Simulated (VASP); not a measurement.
# GaAs: band structure with PBE

**Measured values to compare with.**

From “Evidence of valence band perturbations in GaAsN/GaAs(001): A combined variable-angle spectroscopic ellipsometry and modulated photoreflectance investigation”, 2008, arxiv:0805.2212, for a bulk crystal of GaAs at 300 K: band gap 1.412 ± 0.01 eV (direct).

Crystal: GaAs.

```
CELL_PARAMETERS angstrom
0.00000 2.87296 2.87296
2.87296 0.00000 2.87296
2.87296 2.87296 0.00000
ATOMIC_POSITIONS crystal
Ga 0.00000 0.00000 0.00000
As 0.25000 0.25000 0.25000
```

```json
{
  "Program": "VASP 6.6.1",
  "Task": "band structure",
  "Functional": "PBE",
  "Potentials or basis": "VASP PAW PBE potentials, release 64 (Ga_d, As)",
  "Cutoff": "350 eV",
  "k mesh": "10 × 10 × 10",
  "Occupations": "gaussian, width 0.02 eV",
  "Spin": "no spin polarisation",
  "Further INCAR settings": "ALGO = Normal; EDIFF = 1e-07"
}
```

```
Pressure                : 0.0 GPa
Band gap on the k mesh  : 0.16 eV, direct
Band gap along the path : 0.16 eV, direct
```

Levels at the corners of the path, in eV from the valence-band top:
| point | band 6 | band 7 | band 8 | band 9 | band 10 | band 11 | band 12 | band 13 |
| --- | --- | --- | --- | --- | --- | --- | --- | --- |
| Γ | -12.39 | 0.00 | 0.00 | 0.00 | 0.16 | 3.72 | 3.72 | 3.72 |
| X | -10.09 | -6.60 | -2.51 | -2.51 | 1.55 | 1.67 | 9.78 | 9.78 |
| X | -10.09 | -6.60 | -2.51 | -2.51 | 1.55 | 1.67 | 9.78 | 9.78 |
| W | -10.04 | -6.43 | -3.31 | -3.12 | 4.39 | 4.69 | 5.25 | 6.01 |
| W | -10.04 | -6.43 | -3.31 | -3.12 | 4.39 | 4.69 | 5.25 | 6.01 |
| K | -10.13 | -6.43 | -3.61 | -2.12 | 1.98 | 4.52 | 7.69 | 7.84 |
| K | -10.13 | -6.43 | -3.61 | -2.12 | 1.98 | 4.52 | 7.69 | 7.84 |
| Γ | -12.39 | 0.00 | 0.00 | 0.00 | 0.16 | 3.72 | 3.72 | 3.72 |
| Γ | -12.39 | 0.00 | 0.00 | 0.00 | 0.16 | 3.72 | 3.72 | 3.72 |
| L | -10.77 | -6.38 | -1.07 | -1.07 | 0.87 | 4.62 | 4.62 | 7.70 |
| L | -10.77 | -6.38 | -1.07 | -1.07 | 0.87 | 4.62 | 4.62 | 7.70 |
| U | -10.13 | -6.43 | -3.61 | -2.12 | 1.98 | 4.52 | 7.69 | 7.84 |
| U | -10.13 | -6.43 | -3.61 | -2.12 | 1.98 | 4.52 | 7.69 | 7.84 |
| W | -10.04 | -6.43 | -3.31 | -3.12 | 4.39 | 4.69 | 5.25 | 6.01 |
| W | -10.04 | -6.43 | -3.31 | -3.12 | 4.39 | 4.69 | 5.25 | 6.01 |
| L | -10.77 | -6.38 | -1.07 | -1.07 | 0.87 | 4.62 | 4.62 | 7.70 |
| L | -10.77 | -6.38 | -1.07 | -1.07 | 0.87 | 4.62 | 4.62 | 7.70 |
| K | -10.13 | -6.43 | -3.61 | -2.12 | 1.98 | 4.52 | 7.69 | 7.84 |
| U | -10.13 | -6.43 | -3.61 | -2.12 | 1.98 | 4.52 | 7.69 | 7.84 |
| X | -10.09 | -6.60 | -2.51 | -2.51 | 1.55 | 1.67 | 9.78 | 9.78 |

Wall time 80 s on 1 thread of Intel(R) Xeon(R) Platinum 8259CL CPU @ 2.50GHz (Skylake/Cascade Lake) (shared host), peak memory 0.17 GiB.

A measured gap of GaAs is 1.412 eV (direct; 300 K; “Evidence of valence band perturbations in GaAsN/GaAs(001): A combined variable-angle spectroscopic ellipsometry and modulated photoreflectance investigation”, 2008, arxiv:0805.2212); the calculated 0.16 eV misses it by -1.25 eV. So large a miss can be the level of theory's own, or it may mean another phase, state or a wrong row. 3 values of this kind are on record (1.412 to 1.51 eV); this one was drawn at random among those near their median, those with a stated uncertainty first. Spin-orbit coupling on As, Ga is left out. The value is that of PBE, without temperature or zero-point motion. Semilocal functionals fall short of measured gaps as a rule.

Caveat: the cutoff is under 1.25 times the usual one of these potentials, so pressure, stress and relaxed cells hold a basis-set (Pulay) error.
